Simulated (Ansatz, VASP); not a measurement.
# Cross-check of MoBr2 between VASP and Ansatz

Aim: how closely do two programs agree when they are given the same cell, functional and k mesh? The structure shown is the start of the Ansatz relaxation below; VASP solves that cell, so the two are compared at the walk's first step.

Calculated with Ansatz 0.2.0; plane waves, with VASP 6.6.1 beside it; single point at PBEsol.

### Step 1. Starting point

The cell holds 3 atoms: 1 Mo and 2 Br. Its edges and angles: a = 3.836 Å, b = 3.836 Å, c = 30.253 Å, α = 90.0°, β = 90.0°, γ = 120.0°. Vacuum lies along c. The height across the vacuum is the one that the program set for its solve, not the one typed.

### Step 2. Ansatz: relaxation, PBEsol

Ansatz runs on its default PAW (the set named soft_2) files.

The two programs are compared at the cell with which this relaxation starts, whose forces are those of its first step.

File input.yaml:

```yaml
crystal:
  lattice:
    - [3.836, 0.0, 0.0]
    - [-1.918, 3.3220734489, 0.0]
    - [0.0, 0.0, 19.2265366365]
  atoms:
    - { symbol: Mo, position: [0.0, 0.0, 0.5] }
    - { symbol: Br, position: [0.3333333333, 0.6666666667, 0.5839084204] }
    - { symbol: Br, position: [0.6666666667, 0.3333333333, 0.4160915796] }
  periodic: [true, true, false]
kpoints:
  mp_grid: { grid: [6, 6, 1] }
hamiltonian:
  xc: pbesol
scf:
  occupations: { method: fermi_dirac, width: 0.02 }
relax:
  f_tol: 0.01
  max_steps: 80
  cell: {}
```

On the command line:

```
$ ansatz run input.yaml --threads 4 --pin off --max-ram 14745MiB --backend cpu --events-out ev --progress --plain --runs-dir out
```

Numbers of over 12 decimals in the logs are rounded to 6 here.

Output:

```text
Warning: crystal.periodic: the lattice vector that does not repeat stood 0.000° off the slab's normal, 19.227 Å along it as the deck builds it. The run solves the slab on a vector along the normal, 30.253 Å long, with every atom where it was (on the deck's vector they left 16.00 Å outside them, and the widest stretch free of ions among them is 1.61 Å). A fractional position that the run reports is one of the run's ce [...]
crystal.periodic: the lattice vector that does not repeat stood 0.000° off the slab's normal, 19.227 Å along it as the deck builds it. The run solves the slab on a vector along the normal, 30.253 Å long, with every atom where it was (on the deck's vector they left 16.00 Å outside them, and the widest stretch free of ions among them is 1.61 Å). A fractional position that the run reports is one of the run's cell, which [...]
Engine: ansatz 0.2.0, aarch64-unknown-linux-gnu
Pseudopotentials: kind: paw
Pseudopotential: Mo, paw, valence charge 14, recommended cutoff 420 eV (normal), Mo.paw.azcp
Pseudopotential: Br, paw, valence charge 7, recommended cutoff 420 eV (normal), Br.paw.azcp
Functional definition: PBEsol
  exchange = pbesol_x
  correlation = pbesol_c
Crystal: 3 atoms, lattice volume = 385.529 Å³
Basis set: ecut = 420 eV, 7529 PW (Γ), exchange–correlation on 54×54×432 points (8 copies of the dense FFT grid, shifted against one another)
Bands: 18, of which v1, the nominal top of the filled ones, is band 14 counted from 1 (13 counted from 0)
Symmetry: 12 space group operations
Space group: P-3m1 (ITA 164), of the structure as read, at distance tolerance 7.3e-5 Å
k-points: 7 of 36
Non-local potential: Mo, projectors of the file, l = 0: 3, l = 1: 2, l = 2: 2, l = 3: 1
Non-local potential: Br, projectors of the file, l = 0: 2, l = 1: 2, l = 2: 2
PAW form: soft (Blöchl's): semilocal exchange-correlation on the pseudo side does not see the compensation charge
PAW frozen core: Mo, regenerated for the run's functional, and the local potential with it (the file was generated under x = pbe(κ = 0.804, μ = 0.219515), c = pbe(β = 0.066725))
PAW frozen core: Br, regenerated for the run's functional, and the local potential with it (the file was generated under x = pbe(κ = 0.804, μ = 0.219515), c = pbe(β = 0.066725))
PAW one-centre angular grid: Mo, 590 points (default); XC on 64 Gauss nodes
PAW one-centre angular grid: Br, 110 points (default); XC on 64 Gauss nodes
Initial density: superposition of atomic densities (neutral atoms: chi_scale 0, normalization atom), corrected by the library's trained network
Initial wavefunctions: pseudopotential atomic-orbital guess
Functional: x = pbesol(κ = 0.804, μ = 0.123457), c = pbesol(β = 0.046)
SCF iter   1: F=—  HF=-10369.871529 eV  |F-HF|=—  |Δ(HF+E_count)|=         —  Δρ=1.36e-3  dr2=2.00e-2  ethr=1.77e-3  ⟨swp⟩=16.6  Hψ=1212  notcnv=0
[...]
SCF iter   3: F=—  HF=-10370.786091 eV  |F-HF|=—  |Δ(HF+E_count)|=   3.76e-4  Δρ=5.37e-4  dr2=8.33e-4  ethr=8.89e-6  ⟨swp⟩=2.9  Hψ=298  notcnv=0
SCF iter   4: F=—  HF=-10370.785970 eV  |F-HF|=—  |Δ(HF+E_count)|=   1.21e-4  Δρ=2.29e-4  dr2=2.72e-4  ethr=2.98e-6  ⟨swp⟩=3.3  Hψ=262  notcnv=0
SCF iter   5: F=—  HF=-10370.786033 eV  |F-HF|=—  |Δ(HF+E_count)|=   6.29e-5  Δρ=9.69e-5  dr2=6.66e-5  ethr=9.71e-7  ⟨swp⟩=2.4  Hψ=206  notcnv=0
SCF iter   6: F=—  HF=-10370.786032 eV  |F-HF|=—  |Δ(HF+E_count)|=   6.02e-7  Δρ=2.83e-5  dr2=1.32e-5  ethr=2.38e-7  ⟨swp⟩=3.0  Hψ=252  notcnv=0
SCF iter   7: F=—  HF=-10370.786031 eV  |F-HF|=—  |Δ(HF+E_count)|=   1.49e-6  Δρ=1.70e-5  dr2=1.23e-6  ethr=4.72e-8  ⟨swp⟩=2.9  Hψ=235  notcnv=0
SCF iter   8: F=-10370.786031 eV  HF=-10370.786031 eV  |F-HF|=8.41e-8  |Δ(HF+E_count)|=   1.17e-7  Δρ=4.51e-6  dr2=1.70e-7  ethr=1.07e-9  ⟨swp⟩=7.1  Hψ=638  notcnv=0
SCF 5 converged in 8 iterations: F = -10370.786031 eV  dr2 = 1.70e-7
relax step   5: F+E_penalty+E_count = -10370.78603065 eV  Δ(F+E_penalty+E_count) = -1.154e-3 eV  max|allowed force component| = 7.340e-2 eV/Å  Δτ_max = 0.0474 Å  P = +0.803 N/m  Ω = 279.185 Å³  energy of the carried Pulay correction = +2.424e-3 eV  fix = [c, alpha, beta]  reactions: c +0.000 N/m  (8 SCF iters, dr2 threshold 3.00e-7 eV, accepted)
[...]
relax step   6: F+E_penalty+E_count = -10370.79240414 eV  Δ(F+E_penalty+E_count) = -6.373e-3 eV  max|allowed force component| = 3.514e-4 eV/Å  Δτ_max = 0.0233 Å  P = +0.051 N/m  Ω = 284.747 Å³  energy of the carried Pulay correction = +2.278e-3 eV  fix = [c, alpha, beta]  reactions: c +0.000 N/m  (7 SCF iters, dr2 threshold 3.00e-7 eV, accepted)
[...]
relax step   7: F+E_penalty+E_count = -10370.79241341 eV  Δ(F+E_penalty+E_count) = -9.269e-6 eV  max|allowed force component| = 3.575e-4 eV/Å  Δτ_max = 0.0009 Å  P = +0.004 N/m  Ω = 285.050 Å³  energy of the carried Pulay correction = +2.270e-3 eV  fix = [c, alpha, beta]  reactions: c +0.000 N/m  (6 SCF iters, dr2 threshold 3.70e-9 eV, accepted)
[...]
relax step   8: F+E_penalty+E_count = -10370.79037963 eV  Δ(F+E_penalty+E_count) = +2.034e-3 eV  max|allowed force component| = 7.213e-4 eV/Å  Δτ_max = 0.0000 Å  P = -0.004 N/m  Ω = 285.050 Å³  fix = [c, alpha, beta]  reactions: c +0.000 N/m  stress off target by 3.53e-3 N/m on what of the cell is left free  SCF on the basis re-selected at this cell (its energy is not comparable with the rows above)  (7 SCF iters)
basis re-selected at this cell: Δ(F+E_penalty+E_count) = +2.034e-3 eV, ΔP = -0.007 N/m vs the last step (what re-selecting the basis moved, of the pressure what is left beyond the Pulay correction that the steps carried, after the strain that the cell walked since its last selection, with what the two solves' SCF thresholds leave and, on support functions, any second-order correction that the steps lacked; it is no measure of the basis error at this ecutwfc). The dense FFT grid was sized anew with the basis: this SCF ran on 24×24×216 points, the steps before it on 27×27×216, so part of this shift can come from that change (see relax.cell in the input reference). [rest of the remark cut]
SCF converged after 7 iterations
Free energy (F): -10370.790380 eV
Harris-Foulkes:  -10370.790380 eV  (|F-HF|=2.13e-10)
Internal energy: -10370.783411 eV  (E = F + TS)
E sigma→0 (E₀):  -10370.786895 eV
Entropy (-TS):   -0.006969 eV (-2.323 meV/atom)
Fermi energy:    -3.684153 eV
--- Per-component energies (eV) ---
  E_band       = -579.754037
  E_kinetic    = 710.685158
  E_local      = -46727.975842  (includes V_loc(G=0)·N_el)
  E_nonlocal   = 288.050814
  E_hartree    = 22877.366528
  E_xc         = -705.267871
  E_vxc        = -436.037473  (∫ρ·V_xc dr)
  E_paw        = -7550.390567  (= ΣΔE_a)
  E_vpaw       = -169.209145  (= ΣTr[D̂ρ^β])
  E_aug_tail   = 0.000025  (compensation charges beyond the density's cutoff)
  E_ewald      = 20736.354503
  E_core_change = 0.393840  (= ΣΔE_core)
  E_smearing   = -0.006969  (= −TS)
  E_closure    = 0.000000  (closes the sum)
  Σ components = -10370.790380   (vs F -10370.790380, Δ=0.00e0)
--- Forces (eV/Å), atoms counted from 1 ---
  atom   1  Mo     0.00000000    -0.00000000     0.00000000
  atom   2  Br     0.00000000     0.00000000     0.00072133
  atom   3  Br     0.00000000    -0.00000000    -0.00072133
  max |Σ_I F_I| component: 3.16e-30 eV/Å
--- 2D stress c σ (N/m, compression-positive) ---
       -0.003528      -0.000000       0.000000
        0.000000      -0.003528       0.000000
        0.000000       0.000000       0.000000
  P = ½ c Tr σ = -0.0035 N/m
--- Relaxed structure (7 steps of the walk, 7 accepted, 1 SCFs on fresh bases) ---
  F+E_penalty+E_count = -10370.79037963 eV   max|allowed force component| = 7.213e-4 eV/Å   (the final SCF, on the basis selected at the relaxed cell)
  cell:  # Å, volume = 285.0505 Å³
    - [3.298457, 0.0, 0.0]
    - [-1.649229, 2.856548, 0.0]
    - [0.0, 0.0, 30.253073]
  atoms:
    - { symbol: Mo, position: [0, 0, 0.317762] }
    - { symbol: Br, position: [0.333333, 0.666667, 0.376053] }
    - { symbol: Br, position: [0.666667, 0.333333, 0.259470] }
```

### Step 3. VASP: single point, PBEsol, start cell

The same cell, functional, mesh and smearing now go to VASP, with its own data sets.

Lines of VASP's logs that name or quote its potential files are left out, and so is its time.

File INCAR:

```
SYSTEM = MoBr2
PREC = Accurate
ENCUT = 400
EDIFF = 1E-06
NELM = 120
ISMEAR = -1
SIGMA = 0.02
LREAL = .FALSE.
ALGO = Normal
GGA = PS
NBANDS = 20
LASPH = .TRUE.
LORBIT = 11
LWAVE = .FALSE.
LCHARG = .FALSE.
ISIF = 2
LDIPOL = .TRUE.
IDIPOL = 3
DIPOL = 0.5 0.5 0.318
LVHAR = .TRUE.
GGA_COMPAT = .FALSE.
NELMDL = -8
```

File POSCAR:

```
MoBr2
1.0
    3.8360000000      0.0000000000      0.0000000000
   -1.9180000000      3.3220730000      0.0000000000
    0.0000000000      0.0000000000     30.2530730000
Mo Br
1 2
Direct
    0.0000000000      0.0000000000      0.3177617031
    0.3333334337      0.6666668673      0.3710874925
    0.6666667168      0.3333334337      0.2644359467
```

File KPOINTS:

```
Automatic mesh
0
Gamma
6 6 1
0 0 0
```

The projector-augmented-wave data sets are Mo_sv and Br (PBE family, release 64).

On the command line:

```
$ mpirun -np 1 vasp_std
```

Output:

```text
[banner, memory and clock lines left out]
running    1 mpi-ranks, on    1 nodes
 distrk:  each k-point on    1 cores,    1 groups
 distr:  one band on    1 cores,    1 groups

 POSCAR found type information on POSCAR MoBr
 POSCAR found :  2 types and       3 ions
|                                                                             |
|               ----> ADVICE to this user running VASP <----                  |
|                                                                             |
|     You enforced a specific xc type in the INCAR file but a different       |
|     [... a line on the potential file left out ...]
|     I HOPE YOU KNOW WHAT YOU ARE DOING!                                     |
|                                                                             |

 LDA part: xc-table for (Slater+PW92), standard interpolation
 POSCAR, INCAR and KPOINTS ok, starting setup
 FFT: planning ... GRIDC
 FFT: planning ... GRID_SOFT
 FFT: planning ... GRID
 WAVECAR not read
 entering main loop
       N       E                     dE             d eps       ncg     rms          rms(c)
DAV:   1     0.158846237988E+03    0.15885E+03   -0.11543E+04   392   0.818E+02
DAV:   2     0.702052663155E+01   -0.15183E+03   -0.14569E+03   376   0.180E+02
DAV:   3    -0.149737538331E+02   -0.21994E+02   -0.21701E+02   392   0.605E+01
DAV:   4    -0.154119380128E+02   -0.43818E+00   -0.42263E+00   368   0.819E+00
DAV:   5    -0.154184629025E+02   -0.65249E-02   -0.64824E-02   384   0.891E-01
DAV:   6    -0.154185370347E+02   -0.74132E-04   -0.74126E-04   380   0.105E-01
DAV:   7    -0.154185386903E+02   -0.16557E-05   -0.16554E-05   384   0.155E-02
DAV:   8    -0.154185387320E+02   -0.41641E-07   -0.41588E-07   308   0.252E-03    0.940E+00
DAV:   9    -0.150052367398E+02    0.41330E+00   -0.25550E+00   284   0.909E+00    0.450E+00
DAV:  10    -0.149632827733E+02    0.41954E-01   -0.44452E-01   324   0.389E+00    0.185E+00
DAV:  11    -0.149433169997E+02    0.19966E-01   -0.89245E-02   316   0.181E+00    0.481E-01
DAV:  12    -0.149429677264E+02    0.34927E-03   -0.67042E-03   384   0.407E-01    0.129E-01
DAV:  13    -0.149425599702E+02    0.40776E-03   -0.13193E-03   324   0.228E-01    0.473E-02
DAV:  14    -0.149424124164E+02    0.14755E-03   -0.21825E-04   332   0.792E-02    0.316E-02
[...]
DAV:  20    -0.149427589994E+02   -0.44836E-04   -0.30527E-06   340   0.679E-03    0.595E-03
DAV:  21    -0.149427689559E+02   -0.99565E-05   -0.48519E-07   244   0.315E-03    0.153E-03
DAV:  22    -0.149427785057E+02   -0.95498E-05   -0.34266E-07   248   0.202E-03    0.565E-04
DAV:  23    -0.149427825957E+02   -0.40900E-05   -0.75214E-08   220   0.110E-03    0.649E-04
DAV:  24    -0.149427867872E+02   -0.41915E-05   -0.14861E-07   248   0.940E-04    0.210E-04
DAV:  25    -0.149427881972E+02   -0.14100E-05   -0.29991E-08   204   0.686E-04    0.366E-04
DAV:  26    -0.149427892860E+02   -0.10888E-05   -0.39015E-08   212   0.473E-04    0.137E-04
DAV:  27    -0.149427894804E+02   -0.19444E-06   -0.41587E-09   200   0.259E-04
   1 F= -.14942789E+02 E0= -.14938487E+02  d E =-.860460E-02
```

From OUTCAR (step 3):

```text
ion  position               nearest neighbor table
   1  0.000  0.000  0.318-   3 2.74   3 2.74   3 2.74   2 2.74   2 2.74   2 2.74
   2  0.333  0.667  0.371-   1 2.74   1 2.74   1 2.74
   3  0.667  0.333  0.264-   1 2.74   1 2.74   1 2.74

  LATTYP: Found a hexagonal cell.
 ALAT       =     3.8360000000
 C/A-ratio  =     7.8866196559

 Subroutine GETGRP returns: Found 12 space group operations
 (whereof  6 operations were pure point group operations)

The static configuration has the point symmetry C_3v.
 The point group associated with its full space group is D_3d.

 Found      7 irreducible k-points:

   k-points           NKPTS =      7   k-points in BZ     NKDIM =      7   number of bands    NBANDS=     20

   dimension x,y,z NGX =    28 NGY =   28 NGZ =  200
   dimension x,y,z NGXF=    56 NGYF=   56 NGZF=  400

   ENCUT  =  400.0 eV  29.40 Ry    5.42 a.u.   6.26  6.26 49.34*2*pi/ulx,y,z

   NELECT =      28.0000    total number of electrons

 k-points in reciprocal lattice and weights: Automatic mesh
   0.00000000  0.00000000  0.00000000       0.028
   0.16666667  0.00000000  0.00000000       0.167
   0.33333333  0.00000000  0.00000000       0.167
   0.50000000  0.00000000  0.00000000       0.083
   0.16666667  0.16666667  0.00000000       0.167
   0.33333333  0.16666667  0.00000000       0.333
   0.33333333  0.33333333  0.00000000       0.056

 dipolmoment           0.000000      0.000000     -0.000008 electrons x Angstroem

 average (electrostatic) potential at core
       1 -84.2932       2 -69.6501       3 -69.6501

 E-fermi :  -2.3582

 k-point     1 :       0.0000    0.0000    0.0000
  band No.  band energies     occupation
    ...
     11      -5.5730      2.00000
     12      -5.5730      2.00000
     13      -3.1238      2.00000
     14      -3.1238      2.00000
     15      -2.9207      2.00000
     16      -1.2392      0.00000
     17      -1.2392      0.00000
     18      -0.2879      0.00000
     19       1.0594      0.00000
     20       1.6141      0.00000

 k-point     2 :       0.1667    0.0000    0.0000
  band No.  band energies     occupation
    ...
     11      -6.1033      2.00000
     12      -5.8862      2.00000
     13      -3.2357      2.00000
     14      -2.7721      2.00000
     15      -2.6047      1.99999
     16      -1.5823      0.00000
     17      -1.2583      0.00000
     18       0.6035      0.00000
     19       1.7773      0.00000
     20       2.1030      0.00000

 k-point     3 :       0.3333    0.0000    0.0000
  band No.  band energies     occupation
    ...
      9      -7.3685      2.00000
     10      -7.0069      2.00000
     11      -6.4397      2.00000
     12      -6.2517      2.00000
     13      -3.5562      2.00000
     14      -2.3329      0.44081
     15      -2.1850      0.00035
     16      -1.1672      0.00000
     17      -1.1212      0.00000
     18       1.6820      0.00000
    ...

  Total       -6.4255191     -6.4255174     -3.3435409      0.0000000      0.0000000      0.0000000
  in kB      -26.7030910    -26.7030838    -13.8950450      0.0000000      0.0000000      0.0000000
  external PRESSURE =     -22.4337400 kB  Pullay stress =       0.0000000 kB

  energy-cutoff  :      400.00
  volume of cell :      385.53
      direct lattice vectors                 reciprocal lattice vectors
     3.836000000  0.000000000  0.000000000     0.260688217  0.150508433  0.000000000
    -1.918000000  3.322073000  0.000000000     0.000000000  0.301016865  0.000000000
     0.000000000  0.000000000 30.253073000     0.000000000  0.000000000  0.033054493

 POSITION                                       TOTAL-FORCE (eV/Angst)
 -----------------------------------------------------------------------------------
      0.00000      0.00000      9.61327         0.000000     -0.000000     -0.000000
      0.00000      2.21472     11.22654        -0.000000      0.000000     -0.999312
      1.91800      1.10736      8.00000         0.000000     -0.000000      0.999312
 -----------------------------------------------------------------------------------
    total drift:                               -0.000000     -0.000592     -0.001101

  FREE ENERGIE OF THE ION-ELECTRON SYSTEM (eV)
  ---------------------------------------------------
  free  energy   TOTEN  =       -14.9427894804 eV

  energy  without entropy=      -14.9341848760  energy(sigma->0) =      -14.93848718

 vacuum level on the upper side and lower side of the slab         1.804         1.804

 total charge
# of ion       s       p       d       tot
------------------------------------------
    1        2.174   6.060   3.848  12.082
    2        1.601   3.164   0.040   4.805
    3        1.601   3.164   0.040   4.805
--------------------------------------------------
tot          5.376  12.388   3.927  21.691

[... 3 further parts left out ...]
```

### Step 4. Side by side

Known differences besides the potentials themselves: Ansatz cuts the interaction across the vacuum, VASP repeats the sheet with a dipole correction; the cutoff is 420 eV in Ansatz and 400 eV in VASP; Ansatz makes its cores anew for this functional, VASP keeps those of its PBE data sets. Total energies have different zeros and are not compared.

Forces (eV/Å; atoms numbered as in POSCAR):

```tsv
atom	Ansatz x, y, z	VASP x, y, z
Mo1	0.000, 0.000, 0.000	0.000, 0.000, 0.000
Br2	0.000, 0.000, -1.012	0.000, 0.000, -0.999
Br3	0.000, 0.000, 1.012	0.000, 0.000, 0.999
```

The forces differ by 5.9 meV/Å r.m.s., which is 1.2 % of the r.m.s. force of 0.471 eV/Å (both taken over all components). With vacuum in the cell, a pressure given here is an average over mostly empty space and none of the material.

### Step 5. What came out

```
r.m.s. force difference (single point, PBEsol, start cell) : 1.2 % of the r.m.s. force
```

What this shows: The r.m.s. force difference is 1.2 % of the r.m.s. force (single point, PBEsol, start cell), within the 3 % picked in this series as the mark of a large difference. 1 further run of this series is not shown here. How closely two codes agree says nothing of how well the functional describes the real material.

[Lines on the potential files, build, host, timing and source positions are cut from VASP's logs without a mark.]

[Logs are printed without paths, hosts, clocks, repeated set-up lines and the standing remarks that a program may print on its own settings, such as how far it seeks lower states.]

[Hosts, paths, dates, database ids (printed as entryN), source tags and the programs' standing remarks are cut or masked in the printed files.]
